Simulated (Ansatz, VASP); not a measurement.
# Cross-check of GaAs between VASP and Ansatz, part 2 of 2

One calculation is typed for both programs; each brings its own data sets. How far apart do they land? The cell is taken from a series of runs on this material, whose earlier steps may have relaxed, scaled, displaced or heated it; both programs get it as it stands.

VASP 6.6.1 and Ansatz 0.2.0.

So far: Starting point; VASP: G0W0 gap, PBE, DFT+U.

**3. Ansatz: G0W0 gap, PBE, DFT+U**

Level of this step: Ansatz beside VASP: Kohn-Sham DFT, plane waves, PBE, DFT+U (Ansatz).

Ansatz runs on its PAW soft_1 files.

The same cell, functional and mesh now go to Ansatz, which takes its cutoff from its data sets.

input.yaml

```yaml
crystal:
  lattice:
    - [0.0, 2.82685, 2.82685]
    - [2.82685, 0.0, 2.82685]
    - [2.82685, 2.82685, 0.0]
  atoms:
    - { symbol: Ga, position: [0.0, 0.0, 0.0] }
    - { symbol: As, position: [0.25, 0.25, 0.25] }
kpoints:
  mp_grid: { grid: [6, 6, 6] }
hamiltonian:
  xc: pbe
  hubbard:
    projectors: ortho-atomic
    sites: [{ species: Ga, l: d, u_eff: 2.0 }]
  pseudopotentials: { kind: paw, azcp: { folder: soft_1 } }
scf:
  occupations: { method: fixed }
gw:
  n_empty_bands: 188
  ecut_chi: 150.0
  qp_bands: [v2, c2]
  qp_kpoints: band_edges
  screening: { model: contour_deformation }
```

Started as:

```console
$ ansatz run input.yaml --threads 3 --pin off --max-ram 92160MiB --backend cuda --events-out ev --progress --plain --runs-dir out --devices 1 --max-vram 13GiB
```

Numbers of over 12 decimals in the logs are rounded to 6 here.

Log:

```text
GPUs: using 1 of 1 available (devices: 1).
Engine: ansatz 0.2.0, x86_64-unknown-linux-gnu
Pseudopotentials: kind: paw
Pseudopotential: Ga, paw, valence charge 13, recommended cutoff 420 eV (normal), soft_1/Ga.paw.azcp
Pseudopotential: As, paw, valence charge 15, recommended cutoff 420 eV (normal), soft_1/As.paw.azcp
Functional definition: PBE
  parameter kappa = 0.804
  parameter beta = 0.066725
  exchange = pbe_x(kappa = kappa, mu = beta*pi^2/3)
  correlation = pbe_c(beta = beta)
device memory: the entry about to start is reckoned to put 0.5 GiB on a device that reports 55.5 GiB free (of which the cap on the GPU budget leaves the run 13.0 GiB)
GPU FFT provider: cuFFT
GPU libraries: cuBLAS 13.8.2, cuFFT 12.4.0, cuSOLVER 12.3.4
Crystal: 2 atoms, lattice volume = 45.179 Å³
Basis set: ecut = 420 eV, 893 PW (Γ)
Bands: 18, of which v1, the nominal top of the filled ones, is band 14 counted from 1 (13 counted from 0)
Symmetry: 24 space group operations
Space group: F-43m (ITA 216), of the structure as read, at distance tolerance 3.6e-5 Å
k-points: 16 of 216 (time reversal used)
Non-local potential: Ga, projectors of the file, l = 0: 2, l = 1: 2, l = 2: 3, l = 3: 1
Non-local potential: As, projectors of the file, l = 0: 2, l = 1: 2, l = 2: 3, l = 3: 1
PAW form: soft (Blöchl's): semilocal exchange-correlation on the pseudo side does not see the compensation charge
PAW one-centre angular grid: Ga, 590 points (default); XC on 64 Gauss nodes
PAW one-centre angular grid: As, 590 points (default); XC on 64 Gauss nodes
Initial density: superposition of atomic densities (chi_scale 0.1, normalization cell, long waves kept (reshape's long-wave potential 0.00 eV rms))
Initial wavefunctions: pseudopotential atomic-orbital guess
GPU buffer pool allocated for 19683 grid points (all kernels)
GPU transforms: local potential and band sums: pruned to the plane-wave sphere, on 25×27×27
Functional: x = pbe(κ = 0.804, μ = 0.219515), c = pbe(β = 0.066725)
iter 1 solved again at ethr=1.77e-3 eV; its pass at ethr=3.10e-3 eV (dr2=4.97e-1 eV) is discarded
SCF iter   1: F=—  HF=-8639.904434 eV  |F-HF|=—  |Δ(HF+E_count)|=         —  Δρ=4.43e-2  dr2=4.96e-1  ethr=1.77e-3  ⟨swp⟩=1.0  Hψ=1655  notcnv=0  defer=2
preconditioner: auto → none  [insulator: Δε(μ)=0.527 eV  Ē_g=16.283 eV  n_scr=14 (ndim 8)  ℏωp=23.4 eV  f_vac=0.001  ε∞_Penn≈3.1]
SCF iter   2: F=—  HF=-8639.830718 eV  |F-HF|=—  |Δ(HF+E_count)|=   7.37e-2  Δρ=1.92e-2  dr2=9.12e-2  ethr=1.77e-3  ⟨swp⟩=2.0  Hψ=326  notcnv=0  defer=26
SCF iter   3: F=—  HF=-8639.823354 eV  |F-HF|=—  |Δ(HF+E_count)|=   7.36e-3  Δρ=5.00e-3  dr2=6.66e-3  ethr=3.26e-4  ⟨swp⟩=2.1  Hψ=472  notcnv=0  defer=26
SCF iter   4: F=—  HF=-8639.817934 eV  |F-HF|=—  |Δ(HF+E_count)|=   5.42e-3  Δρ=8.37e-4  dr2=1.22e-4  ethr=2.38e-5  ⟨swp⟩=2.4  Hψ=478  notcnv=0  defer=29
SCF iter   5: F=—  HF=-8639.818034 eV  |F-HF|=—  |Δ(HF+E_count)|=   9.97e-5  Δρ=2.04e-4  dr2=1.13e-5  ethr=4.36e-7  ⟨swp⟩=2.7  Hψ=541  notcnv=0  defer=27
SCF iter   6: F=—  HF=-8639.818039 eV  |F-HF|=—  |Δ(HF+E_count)|=   5.60e-6  Δρ=5.30e-5  dr2=8.30e-7  ethr=4.03e-8  ⟨swp⟩=2.0  Hψ=512  notcnv=0  defer=3
SCF iter   7: F=—  HF=-8639.818039 eV  |F-HF|=—  |Δ(HF+E_count)|=   1.70e-7  Δρ=8.60e-6  dr2=2.74e-8  ethr=3.57e-10  ⟨swp⟩=5.6  Hψ=1252  notcnv=0
SCF iter   8: F=-8639.818039 eV  HF=-8639.818039 eV  |F-HF|=2.47e-10  |Δ(HF+E_count)|=   2.20e-8  Δρ=2.43e-6  dr2=1.74e-9  ethr=9.78e-11  ⟨swp⟩=3.9  Hψ=931  notcnv=0
SCF 1 converged in 8 iterations: F = -8639.818039 eV  dr2 = 1.74e-9
  greatest PAW one-centre occupation: 0.999 electrons in one spin orbital (limit 2), on the As atom at site 1 (counted from 0), in its partial waves of l = 2
device memory: the entry about to start is reckoned to put 0.6 GiB on a device that reports 55.4 GiB free (of which the cap on the GPU budget leaves the run 13.0 GiB)
NSCF: frozen V_eff on 16 k-points, pencils in batches of 32, up to order 72
the band table was solved once the SCF had ended and its energy, with any forces and stress, was formed, with the checks that follow a solve (1094 applications of the Hamiltonian). They found nothing against the state; the energy, forces and stress were not computed again (output.eigenvalues in the input reference)
device memory: the entry about to start is reckoned to put 3.2 GiB on a device that reports 55.8 GiB free (of which the cap on the GPU budget leaves the run 13.0 GiB)
NSCF: frozen V_eff on 16 k-points
G₀W₀ screening: q 1/16
[... further progress lines ...]
device memory: the entry about to start is reckoned to put 0.3 GiB on a device that reports 56.0 GiB free (of which the cap on the GPU budget leaves the run 13.0 GiB)
NSCF: frozen V_eff on 1 k-points
device memory: the entry about to start is reckoned to put 0.3 GiB on a device that reports 55.8 GiB free (of which the cap on the GPU budget leaves the run 13.0 GiB)
NSCF: frozen V_eff on 1 k-points
SCF converged after 8 iterations
Free energy (F): -8639.818039 eV
Harris-Foulkes:  -8639.818039 eV  (|F-HF|=2.47e-10)
Internal energy: -8639.818039 eV  (E = F + TS)
E sigma→0 (E₀):  -8639.818039 eV
Fermi energy:    7.927623 eV
--- Per-component energies (eV) ---
  E_band       = -328.791218
  E_kinetic    = 210.021857
  E_local      = -3658.753369  (includes V_loc(G=0)·N_el)
  E_nonlocal   = -486.108663
  E_hartree    = 2132.869594
  E_xc         = -133.969655
  E_vxc        = -130.059074  (∫ρ·V_xc dr)
  E_hubbard    = 0.007901  (on-site DFT+U / exact-exchange correction)
  E_vhub       = -9.976288  (the Hubbard potential's part of the band-sum identity)
  E_paw        = -4005.157678  (= ΣΔE_a)
  E_vpaw       = -519.653181  (= ΣTr[D̂ρ^β])
  E_aug_tail   = -0.000239  (compensation charges beyond the density's cutoff)
  E_ewald      = -2698.727786
  E_smearing   = -0.000000  (= −TS)
  E_closure    = -0.000000  (closes the sum)
  Σ components = -8639.818039   (vs F -8639.818039, Δ=0.00e0)
--- Band table (eV; the first three rows and the last of 16) ---
  k-point 0: bands = [... 10 lower, -4.7928, 7.9276, 7.9276, 7.9276, 8.4518, 11.6689, 11.6689, 11.6689]
  k-point 1: bands = [... 10 lower, -4.4797, 5.2194, 7.5481, 7.5481, 9.5680, 12.2156, 12.2156, 12.6176]
  k-point 2: bands = [... 10 lower, -3.6650, 2.5564, 7.0033, 7.0033, 9.1517, 12.6344, 12.6344, 15.1839]
  k-point 15: bands = [... 10 lower, -2.2779, 1.2572, 4.5882, 4.7345, 11.2093, 11.3890, 15.0500, 15.3521]
Occupation matrices written to <dir>
--- G₀W₀: contour deformation, 8 samples at zero and on the imaginary axis and 2 off it, 216 q-points, 188 empty bands' worth ---
  eigenvalues of the whole cell's RPA ε∞ on this k-mesh (on a slab, of 1 + 4πα/V) = 48.5336, 48.5336, 48.5336; static W/v taken at q = 0 is 0.020604
  bands read: the sum over 202 bands ends inside a degenerate multiplet in 2 slots, whose members it reads at an even weight; the widest, k=0: bands 202 to 204 (counted from 1) at 1/3 each
  gw.qp_kpoints: band_edges: 8 of 16 stored k-points solved, in 1 pass; an edge of the gap read off the rows below is read off those points alone
    valence top: of the k-points left out ik 8 came nearest to being solved in a further pass, in band 14 (counted from 1, as in the quasiparticle table): it holds the edge there only if its correction is more favourable than any solved in that band by at least 0.526 eV; those differ by 0.098 eV
    conduction bottom: of the k-points left out ik 10 came nearest to being solved in a further pass, in band 15 (counted from 1, as in the quasiparticle table): it holds the edge there only if its correction is more favourable than any solved in that band by at least 0.948 eV; those differ by 0.388 eV
    ik  band        ε_KS         Σx   Σc(E_QP)       V_xc       Z   E_QP_lin       E_QP  E_QP is
     0    13      7.9276   -16.8008     1.0229   -15.2722  0.7494     7.3876     7.4220  root
     0    14      7.9276   -16.8008     1.0229   -15.2722  0.7494     7.3876     7.4220  root
     0    15      8.4518   -12.0345    -3.7929   -16.0420  0.7611     8.6687     8.6664  root
     0    16     11.6689    -7.8295    -4.3357   -12.1841  0.7457    11.6878    11.6878  root
     1    13      7.5481   -16.4719     1.1244   -14.8343  0.7472     6.9951     7.0349  root
     1    14      7.5481   -16.4719     1.1244   -14.8343  0.7472     6.9951     7.0349  root
     1    15      9.5680   -10.4190    -3.8640   -14.3881  0.7570     9.6735     9.6730  root
     1    16     12.2156    -7.9869    -4.5013   -12.5147  0.7393    12.2421    12.2421  root
     2    13      7.0033   -16.2775     1.3295   -14.3934  0.7429     6.4234     6.4487  root
     2    14      7.0033   -16.2775     1.3295   -14.3934  0.7429     6.4234     6.4487  root
     2    15      9.1517    -9.7798    -3.8135   -13.6645  0.7608     9.2230     9.2228  root
     2    16     12.6344    -7.5697    -4.6127   -12.1876  0.7357    12.6396    12.6396  root
     3    13      6.7888   -16.2431     1.4240   -14.2540  0.7411     6.1977     6.2237  root
     3    14      6.7888   -16.2431     1.4240   -14.2540  0.7411     6.1977     6.2237  root
     3    15      8.9353    -9.8322    -3.7540   -13.6460  0.7618     8.9952     8.9950  root
     3    16     12.5743    -7.3133    -4.5583   -11.8563  0.7379    12.5591    12.5590  root
     4    13      6.9174   -16.0099     1.3041   -14.1552  0.7422     6.3416     6.3669  root
     4    14      6.9174   -16.0099     1.3041   -14.1552  0.7422     6.3416     6.3669  root
     4    15     10.4482    -8.9705    -4.0381   -13.0467  0.7522    10.4863    10.4862  root
     4    16     11.0518    -9.5460    -4.1390   -13.7135  0.7509    11.0803    11.0802  root
     6    13      5.2974   -15.5740     1.8253   -13.1894  0.7225     4.7110     4.7380  root
     6    14      6.2922   -15.9548     1.5977   -13.7770  0.7359     5.6839     5.7121  root
     6    15     10.2608    -9.1784    -3.9945   -13.1921  0.7552    10.2800    10.2800  root
     6    16     12.4002    -7.6411    -4.5858   -12.2130  0.7375    12.3863    12.3863  root
     9    13      5.7067   -15.7279     1.8411   -13.2928  0.7278     5.0819     5.1126  root
     9    14      5.7067   -15.7279     1.8411   -13.2928  0.7278     5.0819     5.1126  root
     9    15      9.5094    -7.6062    -3.7463   -11.2493  0.7643     9.4068     9.4063  root
     9    16     10.5792    -7.6933    -4.1133   -11.7480  0.7566    10.5208    10.5205  root
    12    13      5.2558   -15.6552     2.0425   -13.0088  0.7213     4.6185     4.6518  root
    12    14      5.2558   -15.6552     2.0425   -13.0088  0.7213     4.6185     4.6518  root
    12    15      9.3986    -6.8640    -3.7515   -10.4421  0.7679     9.2264     9.2252  root
    12    16      9.5939    -8.1552    -3.7979   -11.8866  0.7618     9.5275     9.5273  root
```

The column dr2 measures how far the density is from self-consistency, as an energy; F and HF (Harris–Foulkes) agree once it is small.

**4. Differences**

Known differences besides the potentials themselves: U acts on the PAW sphere in VASP and on atomic orbitals in Ansatz, so only states and trends compare; fixed occupations in Ansatz, narrow Gaussian smearing in VASP; the data sets hold 28 valence electrons in Ansatz (on its PAW soft_1 files) and 18 in VASP; the cutoff is 420 eV in Ansatz and 430 eV in VASP; Ansatz integrates over frequency by contour deformation, VASP on a grid of NOMEGA points; Ansatz's G0W0 levels solve the quasiparticle equation, VASP's are linearised. Total energies have different zeros and are not compared.

Both answers:

```
                   quantity  Ansatz  VASP  difference
  G0W0 gap on the mesh (eV)    1.24  1.41       -0.17
Kohn-Sham gap under it (eV)    0.52  0.58       -0.05
```

**5. What came out**

```yaml
difference_in_g0w0_gap_on_the_mesh_g0w0_gap_pbe_dft_u: -0.17 eV
```

The difference in G0W0 gap on the mesh is -0.17 eV (G0W0 gap, PBE, DFT+U). The data sets hold unlike numbers of valence electrons (28 in Ansatz and 18 in VASP), so part of the differences comes from the potentials. Part of the difference in the G0W0 gap can come from VASP's linearised levels. How closely two codes agree says nothing of how well the functional describes the real material.

[Lines on the potential files, build, host, timing and source positions are cut from VASP's logs without a mark.]

[Logs are printed without paths, hosts, clocks, repeated set-up lines and the standing remarks that a program may print on its own settings, such as how far it seeks lower states.]

[Hosts, paths, dates, database ids (printed as entryN), source tags and the programs' standing remarks are cut or masked in the printed files.]
